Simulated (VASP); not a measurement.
Be12N: single point with PBE

Be12N, a slab with vacuum:

```
Be N
1.0
     4.58000    0.00000    0.00000
     2.29000    3.96640    0.00000
     0.00000    0.00000   15.58843
Be N
12 1
Direct
  0.00000 0.00000 0.06415
  0.50000 0.00000 0.06415
  0.00000 0.50000 0.06415
  0.50000 0.50000 0.06415
  0.83498 0.33001 0.17765
  0.33365 0.33260 0.19356
  0.83511 0.83527 0.17798
  0.32960 0.83524 0.17794
  0.99937 0.00155 0.28600
  0.50479 0.99066 0.30938
  0.99225 0.50485 0.30913
  0.50296 0.50458 0.30918
  0.66777 0.66424 0.36913
```

The cell was built by a generator and needn't be a form met in nature.

```json
{
 "Program": "VASP 6.6.1",
 "Task": "single point",
 "Functional": "PBE",
 "Potentials or basis": "VASP PAW PBE potentials, release 64 (Be, N)",
 "Cutoff": "520 eV",
 "k mesh": "6 × 6 × 1",
 "Occupations": "fermi-dirac, width 0.1 eV",
 "Spin": "no spin polarisation"
}
```

- Largest force: 0.389 eV/Å
- Band gap on the k mesh: none (metal or under the smearing width)

Forces on the atoms (eV/Å):
```
Be  -0.002 -0.014 -0.001
Be   0.001  0.380 -0.009
Be   0.342 -0.183 -0.021
Be  -0.342 -0.184 -0.022
Be   0.001  0.004  0.010
Be  -0.001  0.001  0.017
Be  -0.003 -0.002  0.007
Be   0.005 -0.002  0.008
Be  -0.001 -0.004  0.021
Be  -0.001  0.031 -0.014
Be   0.024 -0.018 -0.013
Be  -0.024 -0.016 -0.015
N    0.000  0.006  0.032
```

Levels at points of the mesh, in eV from the Fermi level:
```csv
k point,band 10,band 11,band 12,band 13,band 14,band 15,band 16,band 17,band 18,band 19
"(0.00, 0.00, 0.00)",-2.88,-1.95,-1.95,-1.83,-0.96,-0.92,-0.76,1.05,2.58,2.59
"(0.50, 0.00, 0.00)",-2.73,-1.77,-1.64,-1.02,-0.47,0.55,1.28,1.38,3.09,3.43
"(0.50, 0.50, 0.00)",-2.73,-1.77,-1.64,-1.02,-0.47,0.55,1.28,1.38,3.09,3.43
"(0.00, 0.50, 0.00)",-2.73,-1.77,-1.64,-1.01,-0.48,0.56,1.28,1.38,3.11,3.42
```

Run time: 2.1 min on 1 thread of Intel(R) Xeon(R) 6975P-C (Granite Rapids) (shared host), peak memory 0.43 GiB.
